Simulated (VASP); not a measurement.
Input:

```xyz
1
Lattice="-1.5786 1.5786 1.5786 1.5786 -1.5786 1.5786 1.5786 1.5786 -1.5786" Properties=species:S:1:pos:R:3 pbc="T T T"
W      0.0000     0.0000     0.0000
```

These are PBEsol GGA, VASP's PBE PAW potentials (set 64) (plane waves; VASP 6.6.1) values and carry that method's errors. Numerical set-up: 520 eV cut-off, 16×16×16 Γ-centred mesh, first-order Methfessel-Paxton smearing of 0.10 eV, potentials W_sv.

**Question.** The job: W (bcc), 1 atom, PBEsol, static run, 520 eV, 16×16×16 Γ-centred mesh. Roughly how much core time does it take on a busy server core?

**Answer.** About 10 core-seconds (one run on a shared machine, a rough figure). It had 145 irreducible k-points, 11 bands, up to 438 plane waves and 11 electronic steps.

The compound is W in the bcc structure. It was relaxed first.
